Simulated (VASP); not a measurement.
# Zr2Ni: structure and properties in VASP, part 16 of 17

Aim: relax Zr2Ni, then compute properties on the relaxed cell. The start is a cell from a database of measured crystal structures.

VASP 6.6.1, plane waves and PAW; the level of theory is named at each step.

Still holding for the runs below: This run allows spin, but its moments start at zero, where symmetry between the spins tends to hold them, which is where the search above led.

So far. Step 17 (Volume scan with r2SCAN + rVV10 (run 4)): The run ends at a pressure of -0.04 GPa, with forces up to 9.5e-4 eV/Å.

## Step 18: Volume scan with r2SCAN + rVV10 (run 5)

Level of this step: r2SCAN with rVV10, zero-moment start; plane waves and PAW (Zr_sv, Ni) (VASP).

The input, INCAR:

```
SYSTEM = Zr2Ni
PREC = Accurate
ENCUT = 400
EDIFF = 1E-06
NELM = 100
ISMEAR = 1
SIGMA = 0.2
LREAL = .FALSE.
ALGO = Normal
METAGGA = R2SCAN
LUSE_VDW = .TRUE.
IVDW_NL = 2
BPARAM = 11.95
CPARAM = 0.0093
LASPH = .TRUE.
NBANDS = 45
ISPIN = 2
MAGMOM = -0 -0 -0 -0 0 0
LMAXMIX = 4
LORBIT = 11
LWAVE = .FALSE.
LCHARG = .FALSE.
KPAR = 8
ISIF = 2
```

The input, POSCAR:

```
Zr2Ni
1.0
   -3.2461790401      3.2461790401      2.6296031983
    3.2461790401     -3.2461790401      2.6296031983
    3.2461790401      3.2461790401     -2.6296031983
Zr Ni
4 2
Direct
    0.6641183882      0.1641183882      0.8282367764
    0.1641183882      0.3358816118      0.5000000000
    0.3358816118      0.8358816118      0.1717632236
    0.8358816118      0.6641183882      0.5000000000
    0.2500000000      0.2500000000      0.0000000000
    0.7500000000      0.7500000000      0.0000000000
```

The input, KPOINTS:

```
Automatic mesh
0
Gamma
7 7 7
0 0 0
```

Potentials, in the order of the species: Zr_sv and Ni (PBE family, release 64).

On the command line:

```
> mpirun -np 8 vasp_std
```

Output:

```text
[... set-up lines as in an earlier step ...]
 entering main loop
       N       E                     dE             d eps       ncg     rms          rms(c)
Total rVV10 correction in eV:      1.4674836    70.4878365
Total rVV10 correction in eV:      1.4674836    70.4878365
Total rVV10 correction in eV:      1.4674836    70.4878365
Total rVV10 correction in eV:      1.4674836    70.4878365
Total rVV10 correction in eV:      1.4674836    70.4878365
Total rVV10 correction in eV:      1.4674836    70.4878365
Total rVV10 correction in eV:      1.4674836    70.4878365
Total rVV10 correction in eV:      1.4674836    70.4878365
DAV:   1     0.671629667021E+03    0.67163E+03   -0.28477E+04  7200   0.143E+03
DAV:   2    -0.589425243645E+02   -0.73057E+03   -0.70846E+03  7746   0.446E+02
DAV:   3    -0.137791163079E+03   -0.78849E+02   -0.74682E+02 10919   0.138E+02
DAV:   4    -0.147788678458E+03   -0.99975E+01   -0.98018E+01 11448   0.400E+01
DAV:   5    -0.148437459324E+03   -0.64878E+00   -0.64805E+00 11708   0.970E+00    0.376E+01
Total rVV10 correction in eV:      1.3491255    70.4878394
[...]
Total rVV10 correction in eV:      1.3491676    70.4878399
Total rVV10 correction in eV:      1.3491676    70.4878399
Total rVV10 correction in eV:      1.3491676    70.4878399
Total rVV10 correction in eV:      1.3491676    70.4878399
DAV:  17    -0.115431675277E+03   -0.35874E-06   -0.21518E-06  6088   0.695E-03
Total rVV10 correction in eV:      1.3491629    70.4878399
Total rVV10 correction in eV:      1.3491629    70.4878399
Total rVV10 correction in eV:      1.3491629    70.4878399
Total rVV10 correction in eV:      1.3491629    70.4878399
Total rVV10 correction in eV:      1.3491629    70.4878399
Total rVV10 correction in eV:      1.3491629    70.4878399
Total rVV10 correction in eV:      1.3491629    70.4878399
Total rVV10 correction in eV:      1.3491629    70.4878399
Total rVV10 correction in eV:      1.3491680    70.4878399
Total rVV10 correction in eV:      1.3491680    70.4878399
Total rVV10 correction in eV:      1.3491680    70.4878399
Total rVV10 correction in eV:      1.3491680    70.4878399
Total rVV10 correction in eV:      1.3491680    70.4878399
Total rVV10 correction in eV:      1.3491680    70.4878399
Total rVV10 correction in eV:      1.3491680    70.4878399
Total rVV10 correction in eV:      1.3491680    70.4878399
   1 F= -.11543168E+03 E0= -.11543230E+03  d E =0.186114E-02  mag=     0.0000
```

Run time: 2.1 min. Hardware: 8 MPI ranks of Intel Xeon 6975P-C (Granite Rapids), shared host; peak memory 4.7 GiB; 16 min of CPU time.

From OUTCAR (step 18):

```text
  Total       -1.8067051     -1.8067051     -1.6291127      0.0000000     -0.0000000      0.0000000
  in kB      -26.1157615    -26.1157615    -23.5486798      0.0000000     -0.0000000      0.0000000
  external PRESSURE =     -25.2600676 kB  Pullay stress =       0.0000000 kB

 POSITION                                       TOTAL-FORCE (eV/Angst)
 -----------------------------------------------------------------------------------
      1.06552      4.31169      0.00000         0.023098      0.023098      0.000000
      2.18066      1.06552      0.00000        -0.023098      0.023098     -0.000000
      2.18066     -1.06552      2.62960        -0.023098     -0.023098     -0.000000
      1.06552      2.18066      2.62960         0.023098     -0.023098     -0.000000
      0.00000      0.00000      1.31480         0.000000     -0.000000     -0.000000
      0.00000      0.00000      3.94440         0.000000     -0.000000     -0.000000
 -----------------------------------------------------------------------------------
    total drift:                                0.000000     -0.000000     -0.000000

  FREE ENERGIE OF THE ION-ELECTRON SYSTEM (eV)
  ---------------------------------------------------
  free  energy   TOTEN  =      -115.4316752766 eV

  energy  without entropy=     -115.4335364175  energy(sigma->0) =     -115.43229566

 magnetization (x)
# of ion       s       p       d       tot
------------------------------------------
    1       -0.000   0.000   0.000   0.000
    2       -0.000   0.000   0.000   0.000
    3       -0.000   0.000   0.000   0.000
    4       -0.000   0.000   0.000   0.000
    5        0.000   0.000   0.000   0.000
    6        0.000   0.000   0.000   0.000
--------------------------------------------------
tot         -0.000   0.000   0.000   0.000

[... 1 part as in an earlier step ...]

[... 2 further parts left out ...]
[key lines of the parts left out:]
E-fermi :   9.2507
```

The pressure falls from -0.04 to -2.53 GPa.

The run ends at a pressure of -2.53 GPa, with forces up to 0.033 eV/Å.

## Step 19: Volume scan with r2SCAN + rVV10 (run 6)

INCAR is that of step 18.

Changes to POSCAR since step 18:

```diff
@@ -2,5 +2,5 @@
 1.0
-   -3.2461790401      3.2461790401      2.6296031983
-    3.2461790401     -3.2461790401      2.6296031983
-    3.2461790401      3.2461790401     -2.6296031983
+   -3.2672587154      3.2672587154      2.6466790222
+    3.2672587154     -3.2672587154      2.6466790222
+    3.2672587154      3.2672587154     -2.6466790222
 Zr Ni
```

KPOINTS is that of step 18.

On the command line:

```
> mpirun -np 8 vasp_std
```

Output:

```text
[... set-up lines as in an earlier step ...]
 entering main loop
       N       E                     dE             d eps       ncg     rms          rms(c)
Total rVV10 correction in eV:      1.4824156    70.4878365
Total rVV10 correction in eV:      1.4824156    70.4878365
Total rVV10 correction in eV:      1.4824156    70.4878365
Total rVV10 correction in eV:      1.4824156    70.4878365
Total rVV10 correction in eV:      1.4824156    70.4878365
Total rVV10 correction in eV:      1.4824156    70.4878365
Total rVV10 correction in eV:      1.4824156    70.4878365
Total rVV10 correction in eV:      1.4824156    70.4878365
DAV:   1     0.670198803075E+03    0.67020E+03   -0.28521E+04  7200   0.142E+03
DAV:   2    -0.600151649155E+02   -0.73021E+03   -0.70804E+03  7829   0.445E+02
DAV:   3    -0.137884802451E+03   -0.77870E+02   -0.73841E+02 10991   0.137E+02
DAV:   4    -0.147741460344E+03   -0.98567E+01   -0.96745E+01 11552   0.397E+01
DAV:   5    -0.148377876220E+03   -0.63642E+00   -0.63577E+00 11664   0.960E+00    0.367E+01
Total rVV10 correction in eV:      1.3633147    70.4878399
[...]
Total rVV10 correction in eV:      1.3630284    70.4878406
Total rVV10 correction in eV:      1.3630284    70.4878406
Total rVV10 correction in eV:      1.3630284    70.4878406
Total rVV10 correction in eV:      1.3630284    70.4878406
DAV:  17    -0.115386309496E+03   -0.69128E-06   -0.22675E-06  6096   0.759E-03
Total rVV10 correction in eV:      1.3630188    70.4878406
Total rVV10 correction in eV:      1.3630188    70.4878406
Total rVV10 correction in eV:      1.3630188    70.4878406
Total rVV10 correction in eV:      1.3630188    70.4878406
Total rVV10 correction in eV:      1.3630188    70.4878406
Total rVV10 correction in eV:      1.3630188    70.4878406
Total rVV10 correction in eV:      1.3630188    70.4878406
Total rVV10 correction in eV:      1.3630188    70.4878406
Total rVV10 correction in eV:      1.3630292    70.4878406
Total rVV10 correction in eV:      1.3630292    70.4878406
Total rVV10 correction in eV:      1.3630292    70.4878406
Total rVV10 correction in eV:      1.3630292    70.4878406
Total rVV10 correction in eV:      1.3630292    70.4878406
Total rVV10 correction in eV:      1.3630292    70.4878406
Total rVV10 correction in eV:      1.3630292    70.4878406
Total rVV10 correction in eV:      1.3630292    70.4878406
   1 F= -.11538631E+03 E0= -.11538775E+03  d E =0.431079E-02  mag=     0.0000
```

The job ended after 2.2 min (8 MPI ranks; peak memory 4.7 GiB).

OUTCAR, selected parts (step 19):

```text
  Total       -3.5015497     -3.5015497     -3.1487384      0.0000000      0.0000000      0.0000000
  in kB      -49.6412325    -49.6412325    -44.6394508      0.0000000      0.0000000      0.0000000
  external PRESSURE =     -47.9739719 kB  Pullay stress =       0.0000000 kB

 POSITION                                       TOTAL-FORCE (eV/Angst)
 -----------------------------------------------------------------------------------
      1.07243      4.33969      0.00000         0.044339      0.044339      0.000000
      2.19482      1.07243      0.00000        -0.044339      0.044339     -0.000000
      2.19482     -1.07243      2.64668        -0.044339     -0.044339     -0.000000
      1.07243      2.19482      2.64668         0.044339     -0.044339     -0.000000
      0.00000      0.00000      1.32334         0.000000      0.000000     -0.000000
      0.00000      0.00000      3.97002         0.000000      0.000000     -0.000000
 -----------------------------------------------------------------------------------
    total drift:                                0.000000     -0.000000     -0.000000

  FREE ENERGIE OF THE ION-ELECTRON SYSTEM (eV)
  ---------------------------------------------------
  free  energy   TOTEN  =      -115.3863094964 eV

  energy  without entropy=     -115.3906202883  energy(sigma->0) =     -115.38774643

 magnetization (x)
# of ion       s       p       d       tot
------------------------------------------
    1        0.000  -0.000   0.000   0.000
    2        0.000  -0.000   0.000   0.000
    3        0.000  -0.000   0.000   0.000
    4        0.000  -0.000   0.000   0.000
    5        0.000   0.000  -0.000   0.000
    6        0.000   0.000  -0.000   0.000
--------------------------------------------------
tot          0.000  -0.000   0.000   0.000

[... 1 part as in an earlier step ...]

[... 2 further parts left out ...]
[key lines of the parts left out:]
E-fermi :   9.0190
```

The pressure falls from -2.53 to -4.80 GPa.

The run ends at a pressure of -4.80 GPa, with forces up to 0.063 eV/Å.

## Step 20: Volume scan with r2SCAN + rVV10 (run 7)

A prediction first. A least-squares parabola for the 6 pressures of evenly scaled cells so far, P = -0.04 -130.6 t +244 t² GPa with t = ln(V/V₁) and V₁ the volume at scale 1, gives -6.83 GPa at t = +0.0583.

INCAR is that of step 19.

Changes to POSCAR since step 19:

```diff
@@ -2,5 +2,5 @@
 1.0
-   -3.2672587154      3.2672587154      2.6466790222
-    3.2672587154     -3.2672587154      2.6466790222
-    3.2672587154      3.2672587154     -2.6466790222
+   -3.2880698416      3.2880698416      2.6635373049
+    3.2880698416     -3.2880698416      2.6635373049
+    3.2880698416      3.2880698416     -2.6635373049
 Zr Ni
```

KPOINTS is that of step 19.

On the command line:

```
> mpirun -np 8 vasp_std
```

Output:

```text
[... set-up lines as in an earlier step ...]
 entering main loop
       N       E                     dE             d eps       ncg     rms          rms(c)
Total rVV10 correction in eV:      1.4969851    70.4878365
Total rVV10 correction in eV:      1.4969851    70.4878365
Total rVV10 correction in eV:      1.4969851    70.4878365
Total rVV10 correction in eV:      1.4969851    70.4878365
Total rVV10 correction in eV:      1.4969851    70.4878365
Total rVV10 correction in eV:      1.4969851    70.4878365
Total rVV10 correction in eV:      1.4969851    70.4878365
Total rVV10 correction in eV:      1.4969851    70.4878365
DAV:   1     0.669754728997E+03    0.66975E+03   -0.28446E+04  7200   0.141E+03
DAV:   2    -0.602115392594E+02   -0.72997E+03   -0.70779E+03  7875   0.445E+02
DAV:   3    -0.137943078267E+03   -0.77732E+02   -0.73852E+02 10926   0.137E+02
DAV:   4    -0.147607768869E+03   -0.96647E+01   -0.94839E+01 11584   0.396E+01
DAV:   5    -0.148284734748E+03   -0.67697E+00   -0.67629E+00 11738   0.973E+00    0.358E+01
Total rVV10 correction in eV:      1.3772150    70.4878390
[...]
Total rVV10 correction in eV:      1.3765493    70.4878396
Total rVV10 correction in eV:      1.3765493    70.4878396
Total rVV10 correction in eV:      1.3765493    70.4878396
Total rVV10 correction in eV:      1.3765493    70.4878396
DAV:  17    -0.115311688302E+03   -0.14830E-06   -0.22399E-06  5968   0.870E-03
Total rVV10 correction in eV:      1.3765402    70.4878396
Total rVV10 correction in eV:      1.3765402    70.4878396
Total rVV10 correction in eV:      1.3765402    70.4878396
Total rVV10 correction in eV:      1.3765402    70.4878396
Total rVV10 correction in eV:      1.3765402    70.4878396
Total rVV10 correction in eV:      1.3765402    70.4878396
Total rVV10 correction in eV:      1.3765402    70.4878396
Total rVV10 correction in eV:      1.3765402    70.4878396
Total rVV10 correction in eV:      1.3765495    70.4878396
Total rVV10 correction in eV:      1.3765495    70.4878396
Total rVV10 correction in eV:      1.3765495    70.4878396
Total rVV10 correction in eV:      1.3765495    70.4878396
Total rVV10 correction in eV:      1.3765495    70.4878396
Total rVV10 correction in eV:      1.3765495    70.4878396
Total rVV10 correction in eV:      1.3765495    70.4878396
Total rVV10 correction in eV:      1.3765495    70.4878396
   1 F= -.11531169E+03 E0= -.11531392E+03  d E =0.668622E-02  mag=     0.0000
```

It took 2.6 min on 8 MPI ranks; peak memory 4.7 GiB; 20 min of CPU time.

Parts of OUTCAR (step 20):

```text
  Total       -5.0942787     -5.0942787     -4.5779096      0.0000000      0.0000000      0.0000000
  in kB      -70.8585794    -70.8585794    -63.6761733      0.0000000      0.0000000      0.0000000
  external PRESSURE =     -68.4644440 kB  Pullay stress =       0.0000000 kB

 POSITION                                       TOTAL-FORCE (eV/Angst)
 -----------------------------------------------------------------------------------
      1.07927      4.36734      0.00000         0.063179      0.063179      0.000000
      2.20880      1.07927      0.00000        -0.063179      0.063179      0.000000
      2.20880     -1.07927      2.66354        -0.063179     -0.063179     -0.000000
      1.07927      2.20880      2.66354         0.063179     -0.063179     -0.000000
      0.00000      0.00000      1.33177         0.000000     -0.000000     -0.000000
      0.00000      0.00000      3.99531         0.000000     -0.000000     -0.000000
 -----------------------------------------------------------------------------------
    total drift:                                0.000000     -0.000000     -0.000000

  FREE ENERGIE OF THE ION-ELECTRON SYSTEM (eV)
  ---------------------------------------------------
  free  energy   TOTEN  =      -115.3116883015 eV

  energy  without entropy=     -115.3183745231  energy(sigma->0) =     -115.31391704

 magnetization (x)
# of ion       s       p       d       tot
------------------------------------------
    1       -0.000   0.000   0.000   0.000
    2       -0.000   0.000   0.000   0.000
    3       -0.000   0.000   0.000   0.000
    4       -0.000   0.000   0.000   0.000
    5       -0.000   0.000  -0.000  -0.000
    6       -0.000   0.000  -0.000  -0.000
--------------------------------------------------
tot         -0.000   0.000  -0.000  -0.000

[... 1 part as in an earlier step ...]

[... 2 further parts left out ...]
[key lines of the parts left out:]
E-fermi :   8.7958
```

The pressure falls from -4.80 to -6.85 GPa. The parabola predicted -6.83 GPa, +0.02 GPa off.

## Step 21: The series together

Times are for 8 MPI ranks of Intel Xeon 6975P-C (Granite Rapids), shared host. The runs compared:

| no. | volume scale | energy above the lowest point (meV/atom) | pressure (GPa) | time | memory (GiB) |
| --- | --- | --- | --- | --- | --- |
| 1 | 0.94 | 31.62 | 8.973 | 2.9 min | 4.6 |
| 2 | 0.96 | 14.17 | 5.691 | 2.3 min | 4.7 |
| 3 | 0.98 | 3.85 | 2.684 | 2.4 min | 4.7 |
| 4 | 1 | 0 | -0.03968 | 2.6 min | 4.7 |
| 5 | 1.02 | 2.02 | -2.526 | 2.1 min | 4.7 |
| 6 | 1.04 | 9.45 | -4.797 | 2.2 min | 4.7 |
| 7 | 1.06 | 21.75 | -6.846 | 2.6 min | 4.7 |

## Step 22: Fit for r2SCAN + rVV10

This step: Birch-Murnaghan fit, r2SCAN with rVV10; plane waves and PAW (VASP 6.6.1).

This step runs nothing: it gathers the runs above.

This step gave:

| Quantity | Value |
| --- | --- |
| pressure derivative of the bulk modulus | 3.670 |
| r.m.s. error of the fit | 5.31e-6 eV/atom |
| minimum inside the sampled range | yes |
| bulk modulus | 129.0 GPa |
| equilibrium volume of the fit | 18.16 Å³/atom |

The energy above the fitted minimum by volume:

| volume (Å³/atom) | energy above the fitted minimum (eV/atom) |
| --- | --- |
| 17.024 | 0.0317 |
| 17.387 | 0.0142 |
| 17.749 | 0.00391 |
| 18.111 | 6.6e-5 |
| 18.473 | 0.00209 |
| 18.835 | 0.00951 |
| 19.198 | 0.0218 |

The fit over cells of fixed shape and fractional positions puts the volume +0.28 % from the relaxed one. At a finite cutoff and mesh the minimum of the energy and the zero of the stress don't quite coincide, and the relaxation stops at a threshold. The atoms bear forces along the scan, since they were held; freeing them would lower the modulus.

(Part 16 of 17 ends here.)

[Lines on the potential files, build, host, timing and source positions are cut from VASP's logs without a mark.]

[Logs are printed without paths, hosts, clocks, repeated set-up lines and the standing remarks that a program may print on its own settings, such as how far it seeks lower states.]

[Hosts, paths, dates, database ids (printed as entryN), source tags and the programs' standing remarks are cut or masked in the printed files.]

[A measured line is paired with the nearest computed mode of its activity, which favours agreement.]

[In band tables of VASP the shares of atoms and orbitals are scaled to a sum of 1 inside the atoms' spheres.]
